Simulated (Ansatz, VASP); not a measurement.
# Cross-check of Na2Al2SiH2O7 between VASP and Ansatz, part 2 of 3

Aim: how closely do two programs agree when they are given the same cell, functional and k mesh? Of the first pair: The structure shown is the start of the Ansatz relaxation below; VASP solves that cell, so the two are compared at the walk's first step.

VASP 6.6.1 and Ansatz 0.2.0.

So far: Set-up; Ansatz: relaxation, PBE with D3(BJ).

## (3) VASP: single point, PBE with D3(BJ), start cell, pair 1

Level of this step: PBE with D3(BJ); plane waves and PAW (Si, Al, Na_pv, H, O) (VASP).

The same cell, functional, mesh and smearing now go to VASP, with its own data sets.

Lines of VASP's logs that name or quote its potential files are left out, and so is its time.

Contents of INCAR:

```
SYSTEM = Na2Al2SiH2O7
PREC = Accurate
ENCUT = 520
EDIFF = 1E-06
NELM = 120
ISMEAR = -1
SIGMA = 0.05
LREAL = .FALSE.
ALGO = Normal
GGA = PE
IVDW = 12
NBANDS = 88
LORBIT = 11
LWAVE = .FALSE.
LCHARG = .FALSE.
ISIF = 2
LASPH = .TRUE.
GGA_COMPAT = .FALSE.
EFERMI = MIDGAP
```

Contents of POSCAR:

```
Na2Al2SiH2O7
1.0
    7.2177660000      0.0000000000      0.0000000000
    0.0000000000      7.2177660000      0.0000000000
    0.0000000000      0.0000000000      7.2177660000
Si Al Na H O
2 4 4 4 14
Direct
    0.6701180116      0.1509519705      0.8363199915
    0.4420859585      0.4970970242      0.7919519696
    0.0665790495      0.6715559911      0.7390159227
    0.7280019884      0.5867300214      0.4254640563
    0.9283499908      0.4200909256      0.0686450628
    0.5106459533      0.8260029488      0.1086449741
    0.2267169648      0.1432569302      0.9128920223
    0.0434940673      0.9375959265      0.0137639541
    0.7301640147      0.7822679483      0.7569059457
    0.4061640402      0.9043650071      0.5245129864
    0.2498590284      0.2979520256      0.2064379754
    0.1806800054      0.9367629818      0.2384859803
    0.7920290018      0.1380270571      0.5993649559
    0.1860579853      0.8088879579      0.6185689589
    0.4969209309      0.2914300630      0.8541929733
    0.6771189313      0.0739230116      0.6328539883
    0.3052400147      0.9177479569      0.1879039858
    0.8507240329      0.2617449776      0.8960319578
    0.2350580498      0.5024460477      0.7205899997
    0.6414990455      0.9848049937      0.9799090189
    0.7776690184      0.4204579367      0.2612800138
    0.9512739815      0.6326600225      0.9491970230
    0.1595370368      0.8904109665      0.7238580469
    0.5673939831      0.5427039336      0.6095329220
    0.4773159728      0.6416909332      0.9523190417
    0.6289749488      0.7638899626      0.3049889675
    0.9252659341      0.6436770048      0.5468369299
    0.1301710252      0.3306520328      0.1512959827
```

Contents of KPOINTS:

```
Automatic mesh
0
Gamma
1 1 1
0 0 0
```

Potentials, in the order of the species: Si, Al, Na_pv, H and O (PBE family, release 64).

Launch:

```bash
$ mpirun -np 4 vasp_gam
```

Numbers of over 12 decimals in the logs are rounded to 6 here.

Output:

```text
[banner, memory and clock lines left out]
running    4 mpi-ranks, on    1 nodes
 distrk:  each k-point on    4 cores,    1 groups
 distr:  one band on    1 cores,    4 groups

 POSCAR found type information on POSCAR SiAlNaH O
 POSCAR found :  5 types and      28 ions
|                                                                             |
|               ----> ADVICE to this user running VASP <----                  |
|                                                                             |
|     You have a (more or less) 'large supercell' and for larger cells it     |
|     might be more efficient to use real-space projection operators.         |
|     Therefore, try LREAL= Auto in the INCAR file.                           |
|     Mind: For very accurate calculation, you might also keep the            |
|     reciprocal projection scheme (i.e. LREAL=.FALSE.).                      |
|                                                                             |

 LDA part: xc-table for (Slater+PW92), standard interpolation
 POSCAR, INCAR and KPOINTS ok, starting setup
 FFT: planning ... GRIDC
 FFT: planning ... GRID_SOFT
 FFT: planning ... GRID
 WAVECAR not read
 entering main loop
       N       E                     dE             d eps       ncg     rms          rms(c)
DAV:   1     0.188251698609E+04    0.18825E+04   -0.71351E+04   176   0.175E+03
DAV:   2     0.777727435298E+02   -0.18047E+04   -0.17170E+04   208   0.465E+02
DAV:   3    -0.185087641847E+03   -0.26286E+03   -0.25880E+03   192   0.201E+02
DAV:   4    -0.199799782455E+03   -0.14712E+02   -0.14580E+02   208   0.519E+01
DAV:   5    -0.200279339833E+03   -0.47956E+00   -0.47848E+00   224   0.976E+00    0.344E+01
DAV:   6    -0.170739726503E+03    0.29540E+02   -0.10215E+02   232   0.598E+01    0.134E+01
DAV:   7    -0.170684634623E+03    0.55092E-01   -0.11805E+01   224   0.125E+01    0.727E+00
DAV:   8    -0.170189382950E+03    0.49525E+00   -0.16931E+00   216   0.612E+00    0.215E+00
DAV:   9    -0.170046556046E+03    0.14283E+00   -0.43287E-01   248   0.317E+00    0.636E-01
DAV:  10    -0.170057821652E+03   -0.11266E-01   -0.97295E-02   208   0.130E+00    0.438E-01
DAV:  11    -0.170061454491E+03   -0.36328E-02   -0.12784E-02   208   0.546E-01    0.200E-01
DAV:  12    -0.170063918113E+03   -0.24636E-02   -0.42365E-03   200   0.359E-01    0.863E-02
DAV:  13    -0.170064163722E+03   -0.24561E-03   -0.11726E-03   240   0.174E-01    0.528E-02
DAV:  14    -0.170064225259E+03   -0.61537E-04   -0.30220E-04   192   0.703E-02    0.315E-02
DAV:  15    -0.170064235412E+03   -0.10153E-04   -0.44687E-05   200   0.380E-02    0.956E-03
DAV:  16    -0.170064238469E+03   -0.30572E-05   -0.23626E-05   208   0.209E-02    0.738E-03
DAV:  17    -0.170064238515E+03   -0.45506E-07   -0.27725E-06   168   0.802E-03
   1 F= -.17353634E+03 E0= -.17353634E+03  d E =-.117808E-06
```

OUTCAR, selected parts (step 3):

```text
ion  position               nearest neighbor table
   1  0.670  0.151  0.836-  16 1.57  18 1.59  20 1.60  15 1.61  13 1.93   9 2.76   2 3.01   5 3.17

  LATTYP: Found a simple cubic cell.
 ALAT       =     7.2177660000

 Subroutine GETGRP returns: Found  1 space group operations
 (whereof  1 operations were pure point group operations)

The static configuration has the point symmetry C_1 .

 Found      1 irreducible k-points:

   k-points           NKPTS =      1   k-points in BZ     NKDIM =      1   number of bands    NBANDS=     88

   dimension x,y,z NGX =    54 NGY =   54 NGZ =   54
   dimension x,y,z NGXF=   108 NGYF=  108 NGZF=  108

   ENCUT  =  520.0 eV  38.22 Ry    6.18 a.u.  13.42 13.42 13.42*2*pi/ulx,y,z

   NELECT =     136.0000    total number of electrons

 k-points in reciprocal lattice and weights: Automatic mesh
   0.00000000  0.00000000  0.00000000       1.000

 average (electrostatic) potential at core
       1 -88.0544       2 -87.0523       3 -77.1280       4 -75.5079       5 -76.4959
       6 -77.3559       7 -48.6421       8 -49.1952       9 -46.9648      10 -48.5042
      11 -37.9959      12 -40.0542      13 -39.8158      14 -41.6047      15 -74.4311
      16 -75.6838      17 -74.8654      18 -73.4348      19 -72.9415      20 -73.9437
      21 -70.5453      22 -72.1801      23 -75.6184      24 -72.4434      25 -73.0556
      26 -71.4890      27 -71.7102      28 -73.2515

 E-fermi :   2.5780

 k-point     1 :       0.0000    0.0000    0.0000
  band No.  band energies     occupation
    ...
     64       0.2086      2.00000
     65       0.2996      2.00000
     66       0.6461      2.00000
     67       1.2059      2.00000
     68       1.7156      2.00000
     69       3.4405      0.00000
     70       5.7449      0.00000
     71       5.9716      0.00000
     72       6.6448      0.00000
     73       6.8863      0.00000
    ...

 Edisp (eV)   -3.47210

  Total      18.20291    14.54126    10.99582     1.72011    -0.23589    -1.36918
  in kB      77.56095    61.95898    46.85218     7.32924    -1.00511    -5.83394
  external pressure =       62.12 kB  Pullay stress =        0.00 kB

  energy-cutoff  :      520.00
  volume of cell :      376.02
      direct lattice vectors                 reciprocal lattice vectors
     7.217766000  0.000000000  0.000000000     0.138547024  0.000000000  0.000000000
     0.000000000  7.217766000  0.000000000     0.000000000  0.138547024  0.000000000
     0.000000000  0.000000000  7.217766000     0.000000000  0.000000000  0.138547024

 POSITION                                       TOTAL-FORCE (eV/Angst)
 -----------------------------------------------------------------------------------
      4.83676      1.08954      6.03636        -0.475677      2.553157      4.813573
      3.19087      3.58793      5.71612         1.083034      1.219559     -2.056905
      0.48055      4.84713      5.33404        -2.982882     -6.013925      1.459246
      5.25455      4.23488      3.07090         0.117898     -1.407471     -0.903918
      6.70061      3.03212      0.49546        -1.878322      1.164553      1.504603
      3.68572      5.96190      0.78417         1.510924     -2.030385      0.636100
      1.63639      1.03400      6.58904         0.873197      1.569488     -0.779763
      0.31393      6.76735      0.09934        -2.204511     -1.042775      0.549458
      5.27015      5.64623      5.46317        -0.516588     -0.840484      0.230213
      2.93160      6.52749      3.78581         1.503150      0.131424     -1.096091
      1.80342      2.15055      1.49002        -0.944126      0.876290     -0.132534
      1.30411      6.76134      1.72134         1.435082     -0.431739      0.549973
      5.71668      0.99625      4.32608         0.027013     -0.139445     -1.599170
      1.34292      5.83836      4.46469         0.636251      1.778635     -1.695330
      3.58666      2.10347      6.16537        -1.156192     -1.691684      0.648204
      4.88729      0.53356      4.56779         0.833958     -0.920163     -2.504464
      2.20315      6.62409      1.35625        -2.280562      1.492573      0.287039
      6.14033      1.88921      6.46735         1.590056     -0.694745     -0.639452
      1.69659      3.62654      5.20105        -1.004116     -0.393383     -0.108199
      4.63019      7.10809      7.07275        -0.480183     -0.502433     -0.258766
      5.61303      3.03477      1.88586         0.400644     -0.520009     -0.772344
      6.86607      4.56639      6.85108         0.343618      1.236834     -0.187853
      1.15150      6.42678      5.22464         0.873164      1.501475      0.003526
      4.09532      3.91711      4.39947         0.179391      0.406619      0.274477
      3.44515      4.63158      6.87362         0.151860      1.403677      0.879041
      4.53979      5.51358      2.20134        -0.982212      1.712680     -0.040994
      6.67835      4.64591      3.94694         1.126052      1.437028      0.959580
      0.93954      2.38657      1.09202         2.220080     -1.855351     -0.019250
 -----------------------------------------------------------------------------------
    total drift:                               -0.002385      0.002752     -0.001791

  FREE ENERGIE OF THE ION-ELECTRON SYSTEM (eV)
  ---------------------------------------------------
  free  energy   TOTEN  =      -173.5363420540 eV

  energy  without entropy=     -173.5363419362  energy(sigma->0) =     -173.53634200

 total charge
# of ion       s       p       d       tot
------------------------------------------
    1        0.685   1.097   0.000   1.783
    2        0.667   1.072   0.000   1.739
    3        0.376   0.513   0.000   0.890
    4        0.352   0.476   0.000   0.828
    5        0.336   0.442   0.000   0.778
    6        0.337   0.456   0.000   0.793
    7        0.054   5.995   0.000   6.050
    8        0.055   5.996   0.000   6.050
    9        0.075   6.020   0.000   6.095
   10        0.045   5.982   0.000   6.027
   11        0.595   0.119   0.000   0.714
   12        0.610   0.120   0.000   0.730
   13        0.592   0.123   0.000   0.715
   14        0.651   0.135   0.000   0.786
   15        1.552   3.740   0.000   5.292
   16        1.566   3.695   0.000   5.262
   17        1.541   3.654   0.000   5.195
   18        1.549   3.652   0.000   5.201
   19        1.558   3.658   0.000   5.216
   20        1.552   3.665   0.000   5.217
   21        1.544   3.571   0.000   5.115
   22        1.542   3.596   0.000   5.138
   23        1.563   3.628   0.000   5.191
   24        1.546   3.639   0.000   5.185
   25        1.548   3.669   0.000   5.217
   26        1.546   3.619   0.000   5.165
   27        1.548   3.598   0.000   5.146
   28        1.539   3.654   0.000   5.193
--------------------------------------------------
tot         27.125  79.586   0.000 106.711
```

The run ends at a pressure of 6.21 GPa, with forces up to 6.9 eV/Å.

## (4) Comparison

Known differences besides the potentials themselves: the data sets hold 144 valence electrons in Ansatz (on its default PAW (the set named soft_2) files) and 136 in VASP; the cutoff is 420 eV in Ansatz and 520 eV in VASP. Total energies have different zeros and are not compared.

Forces on 10 of the 28 atoms, those with the largest forces and the largest differences (eV/Å; atoms numbered as in POSCAR):

```csv
atom,"Ansatz x, y, z","VASP x, y, z"
Si1,"-0.430, 2.558, 4.769","-0.476, 2.553, 4.814"
Si2,"1.066, 1.256, -2.072","1.083, 1.220, -2.057"
Al3,"-2.973, -5.985, 1.463","-2.983, -6.014, 1.459"
Al5,"-1.902, 1.186, 1.516","-1.878, 1.165, 1.505"
H13,"-0.067, -0.180, -1.526","0.027, -0.139, -1.599"
H14,"0.606, 1.866, -1.561","0.636, 1.779, -1.695"
O16,"0.902, -0.863, -2.485","0.834, -0.920, -2.504"
O17,"-2.371, 1.514, 0.323","-2.281, 1.493, 0.287"
O23,"0.898, 1.389, -0.126","0.873, 1.501, 0.004"
O28,"2.284, -1.876, 0.010","2.220, -1.855, -0.019"
```

The forces differ by 41 meV/Å r.m.s., which is 2.8 % of the r.m.s. force of 1.460 eV/Å (both taken over all components).

## (5) Ansatz: relaxation, PBE with D3(BJ)

This run makes the geometry at which the two programs are then compared. The cell compared in this pair holds 377.88 Å³, against 376.02 Å³ for the pair before.

The structure compared here is the end of the Ansatz relaxation.

Contents of input.yaml:

```yaml
crystal:
  lattice:
    - [7.217765852, 0.0, 0.0]
    - [0.0, 7.217765852, 0.0]
    - [0.0, 0.0, 7.217765852]
  atoms:
    - { symbol: Si, position: [0.670118, 0.150952, 0.83632] }
    - { symbol: Si, position: [0.442086, 0.497097, 0.791952] }
    - { symbol: Al, position: [0.066579, 0.671556, 0.739016] }
    - { symbol: Al, position: [0.728002, 0.58673, 0.425464] }
    - { symbol: Al, position: [0.92835, 0.420091, 0.068645] }
    - { symbol: Al, position: [0.510646, 0.826003, 0.108645] }
    - { symbol: Na, position: [0.226717, 0.143257, 0.912892] }
    - { symbol: Na, position: [0.043494, 0.937596, 0.013764] }
    - { symbol: Na, position: [0.730164, 0.782268, 0.756906] }
    - { symbol: Na, position: [0.406164, 0.904365, 0.524513] }
    - { symbol: H, position: [0.249859, 0.297952, 0.206438] }
    - { symbol: H, position: [0.18068, 0.936763, 0.238486] }
    - { symbol: H, position: [0.792029, 0.138027, 0.599365] }
    - { symbol: H, position: [0.186058, 0.808888, 0.618569] }
    - { symbol: O, position: [0.496921, 0.29143, 0.854193] }
    - { symbol: O, position: [0.677119, 0.073923, 0.632854] }
    - { symbol: O, position: [0.30524, 0.917748, 0.187904] }
    - { symbol: O, position: [0.850724, 0.261745, 0.896032] }
    - { symbol: O, position: [0.235058, 0.502446, 0.72059] }
    - { symbol: O, position: [0.641499, 0.984805, 0.979909] }
    - { symbol: O, position: [0.777669, 0.420458, 0.26128] }
    - { symbol: O, position: [0.951274, 0.63266, 0.949197] }
    - { symbol: O, position: [0.159537, 0.890411, 0.723858] }
    - { symbol: O, position: [0.567394, 0.542704, 0.609533] }
    - { symbol: O, position: [0.477316, 0.641691, 0.952319] }
    - { symbol: O, position: [0.628975, 0.76389, 0.304989] }
    - { symbol: O, position: [0.925266, 0.643677, 0.546837] }
    - { symbol: O, position: [0.130171, 0.330652, 0.151296] }
  symmetry: { detect: false }
kpoints:
  mp_grid: { grid: [1, 1, 1] }
scf:
  occupations: { method: fermi_dirac, width: 0.05 }
hamiltonian:
  xc: pbe
  dispersion: d3bj
output:
  forces: true
  stress: true
relax:
  f_tol: 0.04
  max_steps: 150
  escape_saddle: false
  cell: { stress_tol: 0.6, fix: [shape] }
```

Launch:

```bash
$ ansatz run input.yaml --threads 4 --pin off --max-ram 8192MiB --backend cpu --events-out ev --progress --plain --runs-dir out
```

Output:

```text
[...]
Crystal: 28 atoms, lattice volume = 376.018 Å³
Basis set: ecut = 420 eV, 7249 PW (Γ), exchange–correlation on 100×100×100 points (8 copies of the dense FFT grid, shifted against one another)
Bands: 100, of which v1, the nominal top of the filled ones, is band 72 counted from 1 (71 counted from 0)
Symmetry: 1 space group operations
k-points: 1
[...]
- { symbol: O, position: [0.810498, 0.405234, 0.273790] }
    - { symbol: O, position: [0.976437, 0.623213, 0.956878] }
    - { symbol: O, position: [0.179153, 0.879042, 0.702295] }
    - { symbol: O, position: [0.590505, 0.518746, 0.616730] }
    - { symbol: O, position: [0.461553, 0.648761, 0.937740] }
    - { symbol: O, position: [0.622905, 0.750750, 0.304202] }
    - { symbol: O, position: [0.925513, 0.676025, 0.548373] }
    - { symbol: O, position: [0.164363, 0.292706, 0.127717] }
[key lines of the parts left out:]
SCF converged after 4 iterations
Free energy (F): -17405.862598 eV
Fermi energy:    3.683103 eV
P = ⅓ Tr σ = 0.0208 GPa (0.208 kbar)
```

[end of part 2 of 3]

[Lines on the potential files, build, host, timing and source positions are cut from VASP's logs without a mark.]

[Logs are printed without paths, hosts, clocks, repeated set-up lines and the standing remarks that a program may print on its own settings, such as how far it seeks lower states.]

[Hosts, paths, dates, database ids (printed as entryN), source tags and the programs' standing remarks are cut or masked in the printed files.]
